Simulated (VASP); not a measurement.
Consider the following.

```
BaHfO3
1.0
    4.15901     0.00000     0.00000
    0.00000     4.15901     0.00000
    0.00000     0.00000     4.15901
Ba Hf O
1 1 3
Cartesian
  0.00000   0.00000   0.00000
  2.07950   2.07950   2.07950
  2.07950   0.00000   2.07950
  0.00000   2.07950   2.07950
  2.07950   2.07950   0.00000
```

These are PBE GGA, VASP's PBE PAW potentials (set 64) (plane waves; VASP) values and carry that method's errors. Settings: 520 eV cut-off, 5×5×5 Γ-centred mesh, Gaussian smearing of 0.050 eV, potentials Ba_sv Hf_pv O.

### Question
What does the run give for the energy per atom (σ→0), pressure?

### Answer

- energy per atom (σ→0): -8.704 eV/atom
- pressure: 5.15 GPa

Only differences to runs with the same potentials and settings are physical.

The compound is BaHfO3 in the cubic perovskite structure. This cell is one point of a volume scan, at 0.97 of the reference volume.
